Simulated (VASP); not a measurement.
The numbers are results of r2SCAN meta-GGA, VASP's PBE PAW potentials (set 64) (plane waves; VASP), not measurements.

VASP input:

### INCAR
```
# general
SYSTEM =PdIn(110) slab
PREC   =Normal
ENCUT  =400
LREAL  =.False.
LASPH  =.True.

# electronic loop
EDIFF  =1E-5
NELM   =100
NELMIN =4
ALGO   =Normal
LMAXMIX=4
LMIXTAU=.True.

# smearing
ISMEAR =1
SIGMA  =0.1

# functional
METAGGA=R2SCAN

# ions
IBRION =2
NSW    =120
ISIF   =2
EDIFFG =-0.03

# output
LWAVE  =.True.
LCHARG =.False.

# other
LDIPOL =.True.
IDIPOL =3
DIPOL  =0.5 0.5 0.5
```

File KPOINTS:
```
K-points
0
Gamma
6 8 1
```

File POSCAR:
```
PdIn(110) slab
1
    4.6294565834     0.0000000000     0.0000000000
    0.0000000000     3.2735201987     0.0000000000
    0.0000000000     0.0000000000    24.3674679301
In Pd
4 4
Direct
  0.7500000000   0.5000000000   0.3527929030
  0.2500000000   0.5000000000   0.4511092534
  0.7500000000   0.5000000000   0.5488907466
  0.2500000000   0.5000000000   0.6472070970
  0.2500000000   0.0000000000   0.3618677001
  0.7500000000   0.0000000000   0.4557606546
  0.2500000000   0.0000000000   0.5442393454
  0.7500000000   1.0000000000   0.6381322999
```

POTCAR, in this order: In_d Pd (PBE.64 set). Program: vasp_std.

The run wrote:

**OUTCAR**
```
 ion  position               nearest neighbor table
   1  0.750  0.500  0.353-   5 2.84   5 2.84   5 2.84   5 2.84   6 3.00   6 3.00   2 3.33   2 3.33
  LATTYP: Found a simple orthorhombic cell.
 ALAT       =     3.2735201987
 B/A-ratio  =     1.4142135385
 C/A-ratio  =     7.4438116923
 Subroutine PRICEL returns:
 Original cell was already a primitive cell.
 Subroutine GETGRP returns: Found  8 space group operations
The static configuration has the point symmetry C_2h.
 The point group associated with its full space group is D_2h.
The dynamic configuration has the point symmetry C_2h.
 Subroutine INISYM returns: Found  8 space group operations
 Subroutine IBZKPT returns following result:
 Found     20 irreducible k-points:

 Following reciprocal coordinates:
            Coordinates               Weight
  0.000000  0.000000  0.000000      1.000000
  0.166667  0.000000  0.000000      2.000000
  0.333333  0.000000  0.000000      2.000000
  0.500000  0.000000  0.000000      1.000000
  0.000000  0.125000  0.000000      2.000000
  0.166667  0.125000  0.000000      4.000000
  0.333333  0.125000  0.000000      4.000000
  0.500000  0.125000  0.000000      2.000000
  0.000000  0.250000  0.000000      2.000000
  0.166667  0.250000  0.000000      4.000000
  0.333333  0.250000  0.000000      4.000000
  0.500000  0.250000  0.000000      2.000000
  0.000000  0.375000  0.000000      2.000000
  0.166667  0.375000  0.000000      4.000000
  0.333333  0.375000  0.000000      4.000000
  0.500000  0.375000  0.000000      2.000000
  0.000000  0.500000  0.000000      1.000000
  0.166667  0.500000  0.000000      2.000000
  0.333333  0.500000  0.000000      2.000000
  0.500000  0.500000  0.000000      1.000000
   k-points           NKPTS =     20   k-points in BZ     NKDIM =     20   number of bands    NBANDS=     55
   number of dos      NEDOS =    301   number of ions     NIONS =      8
   total plane-waves  NPLWV =  46080
   dimension x,y,z NGX =    24 NGY =   16 NGZ =  120
   dimension x,y,z NGXF=    48 NGYF=   32 NGZF=  240
   ions per type =               4   4
   PREC   = normal    normal or accurate (medium, high low for compatibility)
   ISTART =      0    job   : 0-new  1-cont  2-samecut
   ICHARG =      2    charge: 1-file 2-atom 10-const
   ISPIN  =      1    spin polarized calculation?
   LNONCOLLINEAR =      F non collinear calculations
   LSORBIT =      F    spin-orbit coupling
   INIWAV =      1    electr: 0-lowe 1-rand  2-diag
   ENCUT  =  400.0 eV  29.40 Ry    5.42 a.u.   7.55  5.34 39.74*2*pi/ulx,y,z
   NELM   =    100;   NELMIN=  4; NELMDL= -5     # of ELM steps
   EDIFF  = 0.1E-04   stopping-criterion for ELM
   LREAL  =      F    real-space projection
   NLSPLINE    = F    spline interpolate recip. space projectors
   LMAXMIX     =    4 max onsite mixed and CHGCAR
   VOSKOWN=      0    Vosko Wilk Nusair interpolation
   EDIFFG = -.3E-01   stopping-criterion for IOM
   NSW    =    120    number of steps for IOM
   NBLOCK =      1;   KBLOCK =    120    inner block; outer block
   IBRION =      2    ionic relax: 0-MD 1-quasi-New 2-CG
   NFREE  =      1    steps in history (QN), initial steepest desc. (CG)
   ISIF   =      2    stress and relaxation
   ISYM   =      2    0-nonsym 1-usesym 2-fastsym
   TEIN   =    0.0    initial temperature
   TEBEG  =    0.0;   TEEND  =   0.0 temperature during run
   SMASS  =  -3.00    Nose mass-parameter (am)
   PSTRESS=    0.0 pullay stress
   NELECT =      92.0000    total number of electrons
   EFERMI =   0.00;   METHOD = LEGACY
   ISMEAR =     1;   SIGMA  =   0.10  broadening in eV -4-tet -1-fermi 0-gaus
   IALGO  =     38    algorithm
   LDIAG  =      T    sub-space diagonalisation (order eigenvalues)
   IMIX   =      4    mixing-type and parameters
...
```

### OSZICAR
```
...
DAV:  45    -0.184993372066E+03    0.90705E-03   -0.28797E-05  1889   0.342E-02    0.314E-01
DAV:  46    -0.184994037833E+03   -0.66577E-03   -0.27805E-05  1638   0.339E-02    0.308E-01
DAV:  47    -0.184992129086E+03    0.19087E-02   -0.67768E-04  2244   0.145E-01    0.282E-01
DAV:  48    -0.184989813484E+03    0.23156E-02   -0.46198E-04  2260   0.120E-01    0.278E-01
DAV:  49    -0.184993497654E+03   -0.36842E-02   -0.14806E-04  2075   0.689E-02    0.251E-01
DAV:  50    -0.184992278926E+03    0.12187E-02   -0.76213E-05  1952   0.555E-02    0.233E-01
DAV:  51    -0.185005306380E+03   -0.13027E-01   -0.91262E-03  2256   0.550E-01    0.167E-01
DAV:  52    -0.185003143892E+03    0.21625E-02   -0.64684E-04  2388   0.164E-01    0.173E-01
DAV:  53    -0.184993803594E+03    0.93403E-02   -0.22425E-03  2200   0.262E-01    0.190E-01
DAV:  54    -0.184983441443E+03    0.10362E-01   -0.49199E-03  2208   0.371E-01    0.211E-01
DAV:  55    -0.184975713713E+03    0.77277E-02   -0.34529E-03  2214   0.312E-01    0.200E-01
DAV:  56    -0.184976644223E+03   -0.93051E-03   -0.49502E-04  2263   0.127E-01    0.173E-01
DAV:  57    -0.184973436564E+03    0.32077E-02   -0.69312E-04  2176   0.145E-01    0.170E-01
DAV:  58    -0.184968650850E+03    0.47857E-02   -0.17605E-03  2200   0.223E-01    0.170E-01
DAV:  59    -0.184968300911E+03    0.34994E-03   -0.93770E-05  2294   0.598E-02    0.166E-01
DAV:  60    -0.184967880176E+03    0.42074E-03   -0.14722E-05  1600   0.243E-02    0.164E-01
DAV:  61    -0.184973621643E+03   -0.57415E-02   -0.36528E-03  2200   0.305E-01    0.171E-01
DAV:  62    -0.184967862249E+03    0.57594E-02   -0.29102E-03  2200   0.279E-01    0.164E-01
DAV:  63    -0.184967841308E+03    0.20941E-04   -0.46770E-05  2025   0.422E-02    0.145E-01
DAV:  64    -0.184969663603E+03   -0.18223E-02   -0.23732E-04  2040   0.901E-02    0.130E-01
DAV:  65    -0.184967028707E+03    0.26349E-02   -0.94393E-04  2200   0.175E-01    0.130E-01
DAV:  66    -0.184986498720E+03   -0.19470E-01   -0.98458E-03  2200   0.457E-01    0.150E-01
DAV:  67    -0.184985047790E+03    0.14509E-02   -0.14423E-04  2375   0.820E-02    0.148E-01
DAV:  68    -0.184984848281E+03    0.19951E-03   -0.44891E-06  1596   0.139E-02    0.146E-01
DAV:  69    -0.184984822985E+03    0.25296E-04   -0.73909E-07  1408   0.595E-03    0.146E-01
DAV:  70    -0.184984863464E+03   -0.40479E-04   -0.13990E-06  1338   0.120E-02    0.146E-01
DAV:  71    -0.184989582301E+03   -0.47188E-02   -0.11848E-03  2296   0.252E-01    0.101E-01
DAV:  72    -0.185002804685E+03   -0.13222E-01   -0.32469E-03  2207   0.310E-01    0.892E-02
DAV:  73    -0.185008389386E+03   -0.55847E-02   -0.12746E-03  2331   0.202E-01    0.876E-02
DAV:  74    -0.185013261032E+03   -0.48716E-02   -0.69560E-04  2257   0.146E-01    0.956E-02
DAV:  75    -0.185014973868E+03   -0.17128E-02   -0.26216E-04  2402   0.925E-02    0.105E-01
DAV:  76    -0.185004725521E+03    0.10248E-01   -0.21169E-03  2200   0.248E-01    0.873E-02
DAV:  77    -0.184999564085E+03    0.51614E-02   -0.74652E-04  2373   0.158E-01    0.807E-02
DAV:  78    -0.184981584425E+03    0.17980E-01   -0.64246E-03  2200   0.432E-01    0.641E-02
DAV:  79    -0.184980134695E+03    0.14497E-02   -0.46412E-04  2430   0.129E-01    0.625E-02
DAV:  80    -0.184993149342E+03   -0.13015E-01   -0.49170E-03  2200   0.380E-01    0.502E-02
DAV:  81    -0.184999061767E+03   -0.59124E-02   -0.14600E-03  2309   0.218E-01    0.361E-02
DAV:  82    -0.184989320367E+03    0.97414E-02   -0.23967E-03  2200   0.267E-01    0.310E-02
DAV:  83    -0.184978032417E+03    0.11288E-01   -0.32197E-03  2208   0.298E-01    0.241E-02
DAV:  84    -0.184970697923E+03    0.73345E-02   -0.42037E-03  2200   0.341E-01    0.220E-02
DAV:  85    -0.184968920951E+03    0.17770E-02   -0.28301E-04  2316   0.933E-02    0.293E-02
DAV:  86    -0.184972280490E+03   -0.33595E-02   -0.11419E-03  2200   0.184E-01    0.420E-02
DAV:  87    -0.184969321428E+03    0.29591E-02   -0.45919E-04  2120   0.119E-01    0.411E-02
DAV:  88    -0.184968365138E+03    0.95629E-03   -0.53189E-05  1933   0.401E-02    0.401E-02
DAV:  89    -0.184969765076E+03   -0.13999E-02   -0.67273E-05  1980   0.424E-02    0.378E-02
DAV:  90    -0.184969540733E+03    0.22434E-03   -0.33621E-06  1459   0.124E-02    0.341E-02
DAV:  91    -0.184969211908E+03    0.32882E-03   -0.14018E-05  1462   0.220E-02    0.307E-02
DAV:  92    -0.184968401803E+03    0.81011E-03   -0.50848E-05  1848   0.402E-02    0.293E-02
DAV:  93    -0.184968098035E+03    0.30377E-03   -0.10987E-05  1518   0.204E-02    0.288E-02
DAV:  94    -0.184968868302E+03   -0.77027E-03   -0.64308E-05  1912   0.433E-02    0.309E-02
DAV:  95    -0.184968718378E+03    0.14992E-03   -0.40155E-06  1360   0.120E-02    0.306E-02
DAV:  96    -0.184968534718E+03    0.18366E-03   -0.13423E-05  1408   0.229E-02    0.321E-02
DAV:  97    -0.184968620286E+03   -0.85569E-04   -0.14603E-06  1256   0.733E-03    0.324E-02
DAV:  98    -0.184968650785E+03   -0.30499E-04   -0.48311E-07  1219   0.575E-03    0.307E-02
DAV:  99    -0.184969171970E+03   -0.52118E-03   -0.23415E-05  1608   0.284E-02    0.253E-02
DAV: 100    -0.184968587594E+03    0.58438E-03   -0.92803E-06  1392   0.159E-02
   1 F= -.18496859E+03 E0= -.18496692E+03  d E =-.184969E+03
       N       E                     dE             d eps       ncg     rms          rms(c)
DAV:   1    -0.184968067153E+03    0.11048E-02   -0.10080E-01  2200   0.125E+00    0.856E-02
DAV:   2    -0.184970021342E+03   -0.19542E-02   -0.35311E-03  3015   0.362E-01    0.460E-02
DAV:   3    -0.184968681039E+03    0.13403E-02   -0.41873E-04  2496   0.169E-01    0.269E-02
DAV:   4    -0.184968677840E+03    0.31989E-05   -0.74025E-05  1894   0.614E-02
   2 F= -.18496868E+03 E0= -.18496700E+03  d E =-.902465E-04
       N       E                     dE             d eps       ncg     rms          rms(c)
DAV:   1    -0.184966638091E+03    0.20429E-02   -0.45219E-01  2270   0.264E+00    0.167E-01
DAV:   2    -0.184968951479E+03   -0.23134E-02   -0.13660E-02  3056   0.709E-01    0.806E-02
DAV:   3    -0.184968064372E+03    0.88711E-03   -0.12277E-03  2472   0.236E-01    0.582E-02
DAV:   4    -0.184968224111E+03   -0.15974E-03   -0.12442E-04  2140   0.741E-02    0.492E-02
DAV:   5    -0.184968168965E+03    0.55146E-04   -0.50508E-05  1863   0.427E-02    0.395E-02
DAV:   6    -0.184967927531E+03    0.24143E-03   -0.64183E-04  2208   0.148E-01    0.964E-03
DAV:   7    -0.184968284447E+03   -0.35692E-03   -0.11501E-04  2038   0.680E-02    0.928E-03
DAV:   8    -0.184968554027E+03   -0.26958E-03   -0.12310E-04  2064   0.713E-02    0.713E-03
DAV:   9    -0.184969370488E+03   -0.81646E-03   -0.10196E-03  2160   0.170E-01    0.583E-03
DAV:  10    -0.184969808570E+03   -0.43808E-03   -0.88605E-05  1934   0.651E-02    0.670E-03
DAV:  11    -0.184969939010E+03   -0.13044E-03   -0.13184E-05  1522   0.271E-02    0.593E-03
DAV:  12    -0.184970440521E+03   -0.50151E-03   -0.22763E-04  2160   0.103E-01    0.409E-03
DAV:  13    -0.184970846651E+03   -0.40613E-03   -0.39541E-04  2040   0.890E-02    0.271E-03
DAV:  14    -0.184970865022E+03   -0.18372E-04   -0.13715E-05  1629   0.254E-02    0.226E-03
DAV:  15    -0.184970849745E+03    0.15277E-04   -0.29615E-06  1466   0.130E-02    0.225E-03
DAV:  16    -0.184970858985E+03   -0.92403E-05   -0.47378E-06  1382   0.172E-02
   3 F= -.18497086E+03 E0= -.18496922E+03  d E =-.227139E-02
       N       E                     dE             d eps       ncg     rms          rms(c)
DAV:   1    -0.184970712403E+03    0.13734E-03   -0.42117E-02  2235   0.808E-01    0.553E-02
DAV:   2    -0.184970994792E+03   -0.28239E-03   -0.12782E-03  3120   0.220E-01    0.233E-02
DAV:   3    -0.184970988400E+03    0.63913E-05   -0.11427E-04  2144   0.750E-02    0.146E-02
DAV:   4    -0.184970965787E+03    0.22613E-04   -0.15710E-05  1456   0.315E-02    0.115E-02
DAV:   5    -0.184970935558E+03    0.30229E-04   -0.33780E-06  1340   0.148E-02    0.896E-03
DAV:   6    -0.184970955545E+03   -0.19987E-04   -0.66290E-06  1376   0.228E-02    0.225E-03
DAV:   7    -0.184970946113E+03    0.94320E-05   -0.36236E-06  1368   0.160E-02
   4 F= -.18497095E+03 E0= -.18496931E+03  d E =-.235852E-02
```

File OUTCAR:
```
------------------------ aborting loop because EDIFF is reached ----------------------------------------
  FORCE on cell =-STRESS in cart. coord.  units (eV):
  Direction    XX          YY          ZZ          XY          YZ          ZX
  --------------------------------------------------------------------------------------
  Total       -6.5145295     -4.8568425     -0.1220980      0.0000000      0.0000000      0.0000000
  in kB      -28.2642973    -21.0721651     -0.5297412      0.0000000      0.0000000      0.0000000
  external PRESSURE =     -16.6220679 kB  Pullay stress =       0.0000000 kB
  volume of cell :      369.28
      direct lattice vectors                 reciprocal lattice vectors
     4.629456583  0.000000000  0.000000000     0.216008074  0.000000000  0.000000000
     0.000000000  3.273520199  0.000000000     0.000000000  0.305481543  0.000000000
     0.000000000  0.000000000 24.367467930     0.000000000  0.000000000  0.041038322
 POSITION                                       TOTAL-FORCE (eV/Angst)
 -----------------------------------------------------------------------------------
      3.47209      1.63676      8.59216         0.000000     -0.000000     -0.010911
      1.15736      1.63676     10.98920        -0.000000     -0.000000      0.018157
      3.47209      1.63676     13.37826         0.000000     -0.000000     -0.018157
      1.15736      1.63676     15.77531         0.000000      0.000000      0.010911
      1.15736      0.00000      8.82243         0.000000     -0.000000     -0.006922
      3.47209      0.00000     11.10706         0.000000     -0.000000      0.014586
      1.15736      0.00000     13.26041        -0.000000     -0.000000     -0.014586
      3.47209      0.00000     15.54504         0.000000     -0.000000      0.006922
 -----------------------------------------------------------------------------------
    total drift:                                0.000000     -0.000000      0.000000
  FREE ENERGIE OF THE ION-ELECTRON SYSTEM (eV)
  ---------------------------------------------------
  free  energy   TOTEN  =      -184.9709461133 eV

  energy  without entropy=     -184.9660442819  energy(sigma->0) =     -184.96931217

 reached required accuracy - stopping structural energy minimisation
```
(Selected blocks of OUTCAR.)

CONTCAR:
```
PdIn(110) slab
   1.00000000000000
     4.6294565833999997    0.0000000000000000    0.0000000000000000
     0.0000000000000000    3.2735201987000000    0.0000000000000000
     0.0000000000000000    0.0000000000000000   24.3674679300999983
  In              Pd
     4     4
Direct
     0.7500000000000000    0.5000000000000000    0.3526079196323856
     0.2500000000000000    0.5000000000000000    0.4509784633101863
     0.7500000000000000    0.5000000000000000    0.5490215366898137
     0.2500000000000000    0.5000000000000000    0.6473920803676144
     0.2500000000000000    0.0000000000000000    0.3620577355353027
     0.7500000000000000    0.0000000000000000    0.4558150377286135
     0.2500000000000000    0.0000000000000000    0.5441849622713865
     0.7500000000000000    0.0000000000000000    0.6379422644646972
```

The cell is a thin slab with vacuum, built from PdIn (CsCl type): (110) face.
